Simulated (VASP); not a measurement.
Wanted: the native input for a VASP 6.6.1 run.

* Task: electric field gradients
* Functional: PBE
* Potentials or basis: VASP PAW PBE potentials, release 64 (Ce, C)
* Cutoff: 520 eV
* k mesh: 12 × 12 × 12
* Occupations: fermi-dirac, width 0.08 eV
* Spin: collinear spin, typed start
* Starting moments: [1.0, 0.0] μB
* Dipole correction: no
* Further INCAR settings: ALGO = Fast; EDIFF = 1e-08; NBANDS = 19

The structure of CeC lies in POSCAR:

```
CeC
1.0
    0.0000000000      2.5520106908      2.5520106908
    2.5520106908      0.0000000000      2.5520106908
    2.5520106908      2.5520106908      0.0000000000
Ce C
1 1
Direct
    0.0000000000      0.0000000000      0.0000000000
    0.5000000000      0.5000000000      0.5000000000
```

The cell comes from a database or a generator and needn't be the stable form of this composition.

The cell isn't the ideal one: volume scaled by 0.95, PAW files.

These files were run (other wordings do the same):

INCAR

```
SYSTEM = CeC
  ALGO = Fast
  EDIFF = 1E-8
  ENCUT = 520
  GGA = PE
  ISIF = 2
  ISMEAR = -1
  ISPIN = 2
  LASPH = .TRUE.
  LCHARG = .FALSE.
  LEFG = .TRUE.
  LMAXMIX = 6
  LORBIT = 11
  LREAL = .FALSE.
  LWAVE = .FALSE.
  MAGMOM = 1 0
  NBANDS = 19
  NELM = 150
  PREC = Accurate
  SIGMA = 0.08
```

KPOINTS

```
k-points
0
G
  12 12 12
  0 0 0
```

Potentials or basis: VASP PAW PBE potentials, release 64 (Ce, C).

Launch:

```bash
$ cat potpaw_PBE.64/Ce/POTCAR potpaw_PBE.64/C/POTCAR > POTCAR
$ mpirun -np 1 vasp_std > vasp.out
```

Results of the run:

The pressure is 6.5 GPa. The band gap on the k mesh is none (metal or under the smearing width) and the net moment is 0.00 μB per cell. The valence electrons inside the program's atomic spheres are Ce 9.74; C 2.30.

Caveat: the magnetic or orbital state may not be the lowest; spin-orbit coupling is left out, which moves the levels of the heavy elements; without U or exact exchange the open f shell lies at the Fermi level, which spoils levels, moments and volumes.

Wall time 4.4 min on 1 thread of Intel(R) Xeon(R) 6975P-C (Granite Rapids) (shared host), peak memory 0.25 GiB.
